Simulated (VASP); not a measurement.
SnSe2, 3 atoms in the cell. It takes space group P-3m1 (No. 164, trigonal). The conventional cell has a = 3.837 Å, b = 3.837 Å, c = 6.504 Å, α = 90.00°, β = 90.00°, γ = 120.00°. Sn (site symmetry -3m) has 6 Se at 2.69 Å as nearest neighbours. Se (site symmetry 3m) is surrounded by 3 Sn at 2.69 Å. The cell is a database's computed one.

- Program: VASP 6.6.1
- Task: relaxation of cell and atoms
- Functional: r2SCAN
- Dispersion: rVV10
- Potentials or basis: VASP PAW PBE potentials, release 64 (Sn_d, Se)
- Cutoff: 600 eV
- k mesh: 10 × 10 × 5
- Occupations: gaussian, width 0.02 eV
- Spin: no spin polarisation
- Further INCAR settings: ALGO = Normal; EDIFF = 1e-06; IBRION = 2; EDIFFG = -0.01; NSW = 60; ISIF = 3

Potentials or basis: VASP PAW PBE potentials, release 64 (Sn_d, Se).

Command:

```bash
$ cat potpaw_PBE.64/Sn_d/POTCAR potpaw_PBE.64/Se/POTCAR > POTCAR
$ mpirun -np 1 vasp_std > vasp.out
```

Hardware: 1 thread of Intel(R) Xeon(R) 6975P-C (Granite Rapids) (shared host).

Task: How long does it take, and how much memory?

Result: Wall time 45 min on 1 thread of Intel(R) Xeon(R) 6975P-C (Granite Rapids), with other jobs on the host, peak memory 0.53 GiB. Counts: scf iterations 184, k points 58, ion steps 19.
